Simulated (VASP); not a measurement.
Consider the following.

```xyz
4
Lattice="3.8768 0.0000 0.0000 -1.9384 3.3574 0.0000 0.0000 0.0000 6.4228" Properties=species:S:1:pos:R:3 pbc="T T T"
In     0.0000     2.2383     0.0117
In     1.9384     1.1191     3.2231
P      0.0000     2.2383     2.3969
P      1.9384     1.1191     5.6082
```

Calculation: PBEsol GGA, VASP's PBE PAW potentials (set 64) (plane waves; VASP). Numerical set-up: 500 eV cut-off, 7×7×4 Γ-centred mesh, Gaussian smearing of 0.050 eV, potentials In_d P.

Q: Estimate the energy per atom (σ→0), pressure.

A: 
* **energy per atom (σ→0)**: -4.337 eV/atom
* **pressure**: 19.96 GPa

Total energies compare only between runs with the same potentials, cut-off and functional.

The structure was generated: InP was put into the wurtzite type (P6_3mc), which need not be its known phase. It was relaxed first under an external pressure of 20 GPa.
